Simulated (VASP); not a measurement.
Output of a VASP run:

**OSZICAR**
```
...
DAV:  11    -0.895599084778E+01   -0.64626E-06   -0.25799E-06  1710   0.162E-02
   1 F= -.96225004E+01 E0= -.96233615E+01  d E =-.962250E+01
       N       E                     dE             d eps       ncg     rms          rms(c)
DAV:   1    -0.904431140448E+01   -0.88321E-01   -0.23069E+00  1728   0.183E+01    0.217E+00
DAV:   2    -0.897259167571E+01    0.71720E-01   -0.19820E-01  1999   0.531E+00    0.965E-01
DAV:   3    -0.893658210924E+01    0.36010E-01   -0.72051E-02  2480   0.292E+00    0.345E-01
DAV:   4    -0.893643108162E+01    0.15103E-03   -0.43773E-03  2286   0.681E-01    0.253E-01
DAV:   5    -0.893664233973E+01   -0.21126E-03   -0.67769E-04  2272   0.262E-01    0.208E-02
DAV:   6    -0.893663178558E+01    0.10554E-04   -0.40863E-05  2633   0.600E-02    0.120E-02
DAV:   7    -0.893662680428E+01    0.49813E-05   -0.33396E-06  1554   0.165E-02    0.127E-03
DAV:   8    -0.893662650349E+01    0.30079E-06   -0.25845E-07   972   0.771E-03
   2 F= -.96334057E+01 E0= -.96342676E+01  d E =-.109053E-01
       N       E                     dE             d eps       ncg     rms          rms(c)
DAV:   1    -0.894347113178E+01   -0.68443E-02   -0.45927E-02  1757   0.258E+00    0.310E-01
DAV:   2    -0.894203059677E+01    0.14405E-02   -0.39192E-03  2002   0.759E-01    0.137E-01
DAV:   3    -0.894131624363E+01    0.71435E-03   -0.14431E-03  2480   0.411E-01    0.467E-02
DAV:   4    -0.894131112146E+01    0.51222E-05   -0.88310E-05  2317   0.974E-02    0.342E-02
DAV:   5    -0.894131302524E+01   -0.19038E-05   -0.13442E-05  2295   0.368E-02    0.281E-03
DAV:   6    -0.894131309880E+01   -0.73560E-07   -0.48883E-07   897   0.797E-03
   3 F= -.96337274E+01 E0= -.96345561E+01  d E =-.112270E-01
       N       E                     dE             d eps       ncg     rms          rms(c)
DAV:   1    -0.894187382111E+01   -0.56080E-03   -0.66757E-04  1704   0.314E-01    0.386E-02
DAV:   2    -0.894185241278E+01    0.21408E-04   -0.59909E-05  1999   0.956E-02    0.170E-02
DAV:   3    -0.894184185130E+01    0.10561E-04   -0.20843E-05  2493   0.494E-02    0.550E-03
DAV:   4    -0.894184162007E+01    0.23123E-06   -0.10444E-06   903   0.123E-02
   4 F= -.96337247E+01 E0= -.96345502E+01  d E =-.112243E-01
       N       E                     dE             d eps       ncg     rms          rms(c)
DAV:   1    -0.894344555024E+01   -0.16037E-02   -0.43654E-02  1754   0.166E+00    0.163E-01
DAV:   2    -0.894286219178E+01    0.58336E-03   -0.16258E-03  2550   0.552E-01    0.962E-02
DAV:   3    -0.894254163659E+01    0.32056E-03   -0.35757E-04  2518   0.186E-01    0.453E-02
DAV:   4    -0.894254320507E+01   -0.15685E-05   -0.60591E-05  2400   0.643E-02    0.210E-02
DAV:   5    -0.894254313033E+01    0.74747E-07   -0.16084E-06  1090   0.152E-02
   5 F= -.96341980E+01 E0= -.96350242E+01  d E =-.473210E-03
       N       E                     dE             d eps       ncg     rms          rms(c)
DAV:   1    -0.894325064067E+01   -0.70744E-03   -0.22594E-02  1749   0.119E+00    0.117E-01
DAV:   2    -0.894295092750E+01    0.29971E-03   -0.84030E-04  2560   0.397E-01    0.687E-02
DAV:   3    -0.894278598111E+01    0.16495E-03   -0.18534E-04  2510   0.133E-01    0.312E-02
DAV:   4    -0.894278679783E+01   -0.81672E-06   -0.31472E-05  2360   0.462E-02    0.148E-02
DAV:   5    -0.894278676605E+01    0.31779E-07   -0.71013E-07   933   0.108E-02
   6 F= -.96342855E+01 E0= -.96351218E+01  d E =-.560714E-03
```

OUTCAR:
```
------------------------ aborting loop because EDIFF is reached ----------------------------------------
 Edisp (eV)   -0.69150
  FORCE on cell =-STRESS in cart. coord.  units (eV):
  Direction    XX          YY          ZZ          XY          YZ          ZX
  --------------------------------------------------------------------------------------
  Total      -0.01238    -0.01238    -0.00694     0.00000     0.00000     0.00000
  in kB      -0.34121    -0.34121    -0.19110     0.00000     0.00000     0.00000
  external pressure =       -0.29 kB  Pullay stress =        0.00 kB
  volume of cell :       58.15
      direct lattice vectors                 reciprocal lattice vectors
     1.757495902 -3.044072265 -0.000000000     0.284495685 -0.164253656  0.000000000
     1.757495902  3.044072265 -0.000000000     0.284495685  0.164253656 -0.000000000
     0.000000000  0.000000000  5.434739210     0.000000000 -0.000000000  0.184001469
 POSITION                                       TOTAL-FORCE (eV/Angst)
 -----------------------------------------------------------------------------------
      1.75750      1.01469      1.35868         0.000000      0.000000      0.000000
      1.75750     -1.01469      4.07605        -0.000000     -0.000000      0.000000
 -----------------------------------------------------------------------------------
    total drift:                               -0.000001      0.000068     -0.000012
  FREE ENERGIE OF THE ION-ELECTRON SYSTEM (eV)
  ---------------------------------------------------
  free  energy   TOTEN  =        -9.6342854570 eV

  energy  without entropy=       -9.6367944557  energy(sigma->0) =       -9.63512179

 reached required accuracy - stopping structural energy minimisation
```
(Selected blocks of OUTCAR.)

**POSCAR**
```
Tm
1
    1.7700000000    -3.0657300000     0.0000000000
    1.7700000000     3.0657300000     0.0000000000
    0.0000000000     0.0000000000     5.5500000000
Tm
2
Direct
  0.3333330000   0.6666670000   0.2500000000
  0.6666670000   0.3333330000   0.7500000000
```

**Question.** Write an INCAR and KPOINTS that could have produced this output.

**Answer.** One answer among several that fit: the input of the run itself, PBE GGA with D3 dispersion (Becke-Johnson damping), plane waves, VASP's PBE PAW potentials (set 64).

**INCAR**
```
ALGO = Normal
EDIFF = 1E-6
EDIFFG = -0.01
ENCUT = 520
GGA = PE
IBRION = 2
ISIF = 3
ISMEAR = 1
IVDW = 12
LASPH = .TRUE.
LCHARG = .FALSE.
LMAXMIX = 6
LREAL = .FALSE.
LWAVE = .FALSE.
NELM = 100
NSW = 60
PREC = Accurate
SIGMA = 0.1
SYSTEM = Tm
```

**KPOINTS**
```
Automatic mesh
0
Gamma
11 11 6
0 0 0
```

POTCAR, in this order: Tm_3 (PBE.64 set). Program: vasp_std.

The 4f electrons are frozen in the core of the lanthanide potential, so 4f levels, which can set the real gap, and their magnetism are missing. Energy and stress use the plane-wave basis of the starting cell.

The compound is Tm in the hcp structure. This run relaxes it. Symmetry was kept, so distortions that lower it aren't found.
